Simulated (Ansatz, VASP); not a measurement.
# SnSe2 in two plane-wave programs, part 2 of 2

Aim: how closely do two programs agree when they are given the same cell, functional and k mesh? The cell is generated by rule, not measured, and may not be a known phase. The cell is taken from a series of runs on this material, whose earlier steps may have relaxed, scaled, displaced or heated it; both programs get it as it stands.

VASP 6.6.1 and Ansatz 0.2.0.

So far. Step 3 (VASP: single point, PBEsol, pair 1): The run ends at a pressure of 0.02 GPa, with forces up to 0.27 eV/Å. Step 5 (Ansatz: single point, PBEsol, pair 2): The run ends at a pressure of -0.13 GPa, with forces up to 0.50 eV/Å.

## (6) VASP: single point, PBEsol, pair 2

Level of this step: PBEsol; plane waves and PAW (Sn_d, Se); invented cell (VASP).

The same cell, functional, mesh and smearing now go to VASP, with its own data sets.

The input, INCAR:

```
SYSTEM = SnSe2
PREC = Accurate
ENCUT = 500
EDIFF = 1E-06
NELM = 120
ISMEAR = 1
SIGMA = 0.2
LREAL = .FALSE.
ALGO = Normal
GGA = PS
NBANDS = 32
LORBIT = 11
LWAVE = .FALSE.
LCHARG = .FALSE.
ISIF = 2
LASPH = .TRUE.
GGA_COMPAT = .FALSE.
KPAR = 2
```

The input, POSCAR:

```
SnSe2
1.0
    0.0000000000     -3.3778230940     -3.3778230940
    0.0000000000      3.3778230940     -3.3778230940
    6.7556461880      0.0000000000      0.0000000000
Sn Se
2 4
Direct
    0.0000000000      0.0000000000      0.0000000000
    0.5000000000      0.5000000000      0.5000000000
    0.0000000000      0.5000000000      0.7618419464
    0.5000000000      0.0000000000      0.2381580536
    0.0000000000      0.5000000000      0.2618419464
    0.5000000000      0.0000000000      0.7381580536
```

The input, KPOINTS:

```
Automatic mesh
0
Gamma
8 8 6
0 0 0
```

PAW data sets: Sn_d and Se (PBE family, release 64).

On the command line:

```console
mpirun -np 2 vasp_std
```

Numbers of over 12 decimals in the logs are rounded to 6 here.

The log of the run:

```text
[banner, memory and clock lines left out]
running    2 mpi-ranks, on    1 nodes
[...]
[... a notice as in an earlier step ...]

 LDA part: xc-table for (Slater+PW92), standard interpolation
 POSCAR, INCAR and KPOINTS ok, starting setup
[...]
entering main loop
       N       E                     dE             d eps       ncg     rms          rms(c)
DAV:   1     0.486075080666E+03    0.48608E+03   -0.23092E+04  3952   0.183E+03
DAV:   2     0.486190004842E+02   -0.43746E+03   -0.42631E+03  3928   0.496E+02
DAV:   3    -0.202149956965E+02   -0.68834E+02   -0.67425E+02  4752   0.168E+02
DAV:   4    -0.237646957181E+02   -0.35497E+01   -0.35097E+01  4400   0.405E+01
[...]
DAV:  11    -0.235487663918E+02   -0.12931E-04   -0.20765E-05  4856   0.362E-02    0.785E-03
DAV:  12    -0.235487685743E+02   -0.21825E-05   -0.42016E-06  3456   0.886E-03    0.300E-03
DAV:  13    -0.235487688295E+02   -0.25526E-06   -0.38439E-07  2960   0.471E-03
   1 F= -.23548769E+02 E0= -.23546990E+02  d E =-.533656E-02
```

From OUTCAR (step 6):

```text
  Total        0.0936752     -0.1494300     -0.1494300     -0.0000000      0.0000000      0.0000000
  in kB        0.9735642     -1.5530226     -1.5530226     -0.0000000      0.0000000      0.0000000
  external PRESSURE =      -0.7108270 kB  Pullay stress =       0.0000000 kB

 POSITION                                       TOTAL-FORCE (eV/Angst)
 -----------------------------------------------------------------------------------
      0.00000      0.00000      0.00000         0.000000     -0.000000     -0.000000
      3.37782      0.00000     -3.37782         0.000000      0.000000      0.000000
      5.14673      1.68891     -1.68891         0.501010      0.000000      0.000000
      1.60891     -1.68891     -1.68891        -0.501010      0.000000      0.000000
      1.76891      1.68891     -1.68891         0.501010     -0.000000     -0.000000
      4.98673     -1.68891     -1.68891        -0.501010     -0.000000     -0.000000
 -----------------------------------------------------------------------------------
    total drift:                                0.000000      0.000000     -0.000000

  FREE ENERGIE OF THE ION-ELECTRON SYSTEM (eV)
  ---------------------------------------------------
  free  energy   TOTEN  =       -23.5487688295 eV

  energy  without entropy=      -23.5434322685  energy(sigma->0) =      -23.54698998

[... 2 parts as in an earlier step ...]

[... 1 further part left out ...]
[key lines of the parts left out:]
E-fermi :   4.6568
```

The run ends at a pressure of -0.07 GPa, with forces up to 0.50 eV/Å.

## (7) Differences

What differs besides the data sets and the points named for the pairs above, as far as they apply: the data sets hold 92 valence electrons in Ansatz (on its default PAW (the set named soft_2) files) and 52 in VASP. Total energies have different zeros and are not compared.

The two programs side by side:

| quantity | Ansatz | VASP | difference |
| --- | --- | --- | --- |
| pressure (GPa) | -0.13 | -0.07 | -0.06 |

Forces (eV/Å; atoms numbered as in POSCAR):

| atom | Ansatz x, y, z | VASP x, y, z |
| --- | --- | --- |
| Sn1 | 0.000, 0.000, 0.000 | 0.000, 0.000, 0.000 |
| Sn2 | 0.000, 0.000, 0.000 | 0.000, 0.000, 0.000 |
| Se3 | 0.502, 0.000, 0.000 | 0.501, 0.000, 0.000 |
| Se4 | -0.502, 0.000, 0.000 | -0.501, 0.000, 0.000 |
| Se5 | 0.502, 0.000, 0.000 | 0.501, 0.000, 0.000 |
| Se6 | -0.502, 0.000, 0.000 | -0.501, 0.000, 0.000 |

The forces differ by 0.2 meV/Å r.m.s., which is 0.1 % of the r.m.s. force of 0.236 eV/Å (both taken over all components).

## (8) VASP: single point, PBEsol, pair 3

A single point gives forces, pressure and levels at one fixed geometry, so differences don't come from the geometry; what else differs is listed under the comparison.

INCAR is that of step 6.

The input, POSCAR:

```
SnSe2
1.0
    0.0000000000     -3.3778230940     -3.3778230940
    0.0000000000      3.3778230940     -3.3778230940
    6.7556461880      0.0000000000      0.0000000000
Sn Se
2 4
Direct
    0.0000000000      0.0000000000      0.0000000000
    0.5000000000      0.5000000000      0.5000000000
    0.0000000000      0.5000000000      0.7707234062
    0.5000000000      0.0000000000      0.2292765938
    0.0000000000      0.5000000000      0.2707234062
    0.5000000000      0.0000000000      0.7292765938
```

KPOINTS is that of step 6.

On the command line:

```console
mpirun -np 2 vasp_std
```

The log of the run:

```text
[... set-up lines as in an earlier step ...]
 entering main loop
       N       E                     dE             d eps       ncg     rms          rms(c)
DAV:   1     0.486656164220E+03    0.48666E+03   -0.23092E+04  3944   0.183E+03
DAV:   2     0.481425237170E+02   -0.43851E+03   -0.42735E+03  3944   0.496E+02
DAV:   3    -0.204485038092E+02   -0.68591E+02   -0.67145E+02  4760   0.168E+02
DAV:   4    -0.239550131216E+02   -0.35065E+01   -0.34709E+01  4416   0.403E+01
[...]
DAV:  11    -0.236983277135E+02   -0.11381E-04   -0.19319E-05  4920   0.344E-02    0.852E-03
DAV:  12    -0.236983301227E+02   -0.24091E-05   -0.38487E-06  3368   0.860E-03    0.285E-03
DAV:  13    -0.236983305471E+02   -0.42443E-06   -0.48593E-07  3064   0.472E-03
   1 F= -.23698331E+02 E0= -.23697013E+02  d E =-.395286E-02
```

Parts of OUTCAR (step 8):

```text
  Total        0.4415459     -0.6222163     -0.6222163     -0.0000000      0.0000000      0.0000000
  in kB        4.5889755     -6.4666786     -6.4666786     -0.0000000      0.0000000      0.0000000
  external PRESSURE =      -2.7814605 kB  Pullay stress =       0.0000000 kB

 POSITION                                       TOTAL-FORCE (eV/Angst)
 -----------------------------------------------------------------------------------
      0.00000      0.00000      0.00000        -0.000000      0.000000      0.000000
      3.37782      0.00000     -3.37782        -0.000000     -0.000000     -0.000000
      5.20673      1.68891     -1.68891         0.710184      0.000000      0.000000
      1.54891     -1.68891     -1.68891        -0.710184     -0.000000      0.000000
      1.82891      1.68891     -1.68891         0.710184      0.000000     -0.000000
      4.92673     -1.68891     -1.68891        -0.710184     -0.000000     -0.000000
 -----------------------------------------------------------------------------------
    total drift:                                0.000000      0.000000     -0.000000

  FREE ENERGIE OF THE ION-ELECTRON SYSTEM (eV)
  ---------------------------------------------------
  free  energy   TOTEN  =       -23.6983305471 eV

  energy  without entropy=      -23.6943776900  energy(sigma->0) =      -23.69701293

[... 2 parts as in an earlier step ...]

[... 1 further part left out ...]
[key lines of the parts left out:]
E-fermi :   4.6323
```

The run ends at a pressure of -0.28 GPa, with forces up to 0.71 eV/Å.

## (9) Ansatz: single point, PBEsol, pair 3

The same cell, functional, mesh and smearing now go to Ansatz, which takes its cutoff from its data sets.

The cell is taken from a series of runs on this material, whose earlier steps may have relaxed, scaled, displaced or heated it; both programs get it as it stands.

The input, input.yaml:

```yaml
crystal:
  lattice:
    - [0.0, -3.377823094, -3.377823094]
    - [0.0, 3.377823094, -3.377823094]
    - [6.755646188, 0.0, 0.0]
  atoms:
    - { symbol: Sn, position: [0.0, 0.0, 0.0] }
    - { symbol: Sn, position: [0.5, 0.5, 0.5] }
    - { symbol: Se, position: [0.0, 0.5, 0.7707234062] }
    - { symbol: Se, position: [0.5, 0.0, 0.2292765938] }
    - { symbol: Se, position: [1.0, 0.5, 0.2707234062] }
    - { symbol: Se, position: [0.5, 0.0, 0.7292765938] }
kpoints:
  mp_grid: { grid: [8, 8, 6] }
hamiltonian:
  xc: pbesol
scf:
  occupations: { method: methfessel_paxton, width: 0.2 }
output:
  forces: true
  stress: true
  eigenvalues: true
```

On the command line:

```console
ansatz run input.yaml --threads 4 --pin off --max-ram 7168MiB --backend cpu --events-out ev --progress --plain --runs-dir out
```

The log of the run:

```text
[...]
Crystal: 6 atoms, lattice volume = 154.160 Å³
Basis set: ecut = 420 eV, 2983 PW (Γ), exchange–correlation on 64×64×96 points (8 copies of the dense FFT grid, shifted against one another)
Bands: 56, of which v1, the nominal top of the filled ones, is band 46 counted from 1 (45 counted from 0)
Symmetry: 16 space group operations
[...]
k-points: 60 of 384
[...]
k-point 0: bands = [... 42 lower, 6.9668, 7.1921, 7.3306, 8.8039, 8.8039, 9.3096, 10.5578, 10.7668, ... 6 higher]
  k-point 1: bands = [... 42 lower, 7.1881, 7.3946, 7.4221, 8.7370, 8.7370, 8.9585, 10.3532, 10.9610, ... 6 higher]
  k-point 2: bands = [... 42 lower, 7.5498, 7.5652, 7.7206, 8.1412, 8.5556, 8.5556, 10.0991, 10.6274, ... 6 higher]
  k-point 59: bands = [... 42 lower, 8.2714, 8.2714, 8.9230, 8.9230, 9.3320, 9.3320, 12.0981, 12.0981, ... 6 higher]
[key lines of the parts left out:]
SCF converged after 6 iterations
Free energy (F): -33596.159188 eV
Fermi energy:    8.583745 eV
P = ⅓ Tr σ = -0.3359 GPa (-3.359 kbar)
```

The run ends at a pressure of -0.34 GPa, with forces up to 0.71 eV/Å.

## (10) Comparison

What differs besides the data sets and the points named for the pairs above, as far as they apply: the data sets hold 92 valence electrons in Ansatz (on its default PAW (the set named soft_2) files) and 52 in VASP. Total energies have different zeros and are not compared.

The two programs side by side:

| quantity | Ansatz | VASP | difference |
| --- | --- | --- | --- |
| pressure (GPa) | -0.34 | -0.28 | -0.06 |

Forces (eV/Å; atoms numbered as in POSCAR):

| atom | Ansatz x, y, z | VASP x, y, z |
| --- | --- | --- |
| Sn1 | 0.000, 0.000, 0.000 | 0.000, 0.000, 0.000 |
| Sn2 | 0.000, 0.000, 0.000 | 0.000, 0.000, 0.000 |
| Se3 | 0.711, 0.000, 0.000 | 0.710, 0.000, 0.000 |
| Se4 | -0.711, 0.000, 0.000 | -0.710, 0.000, 0.000 |
| Se5 | 0.711, 0.000, 0.000 | 0.710, 0.000, 0.000 |
| Se6 | -0.711, 0.000, 0.000 | -0.710, 0.000, 0.000 |

The forces differ by 0.4 meV/Å r.m.s., which is 0.1 % of the r.m.s. force of 0.335 eV/Å (both taken over all components).

## (11) What came out

- r.m.s. force difference (single point, PBEsol, pair 1): 0.13 meV/Å
- r.m.s. force difference (single point, PBEsol, pair 2): 0.11 % of the r.m.s. force
- r.m.s. force difference (single point, PBEsol, pair 3): 0.12 % of the r.m.s. force

The r.m.s. force difference is 0.12 % of the r.m.s. force (single point, PBEsol, pair 3), within the 3 % picked in this series as the mark of a large difference. The data sets hold unlike numbers of valence electrons (92 in Ansatz and 52 in VASP), so part of the differences comes from the potentials. 5 further runs of this series are not shown here. How closely two codes agree says nothing of how well the functional describes the real material.

[Lines on the potential files, build, host, timing and source positions are cut from VASP's logs without a mark.]

[Logs are printed without paths, hosts, clocks, repeated set-up lines and the standing remarks that a program may print on its own settings, such as how far it seeks lower states.]

[Hosts, paths, dates, database ids (printed as entryN), source tags and the programs' standing remarks are cut or masked in the printed files.]
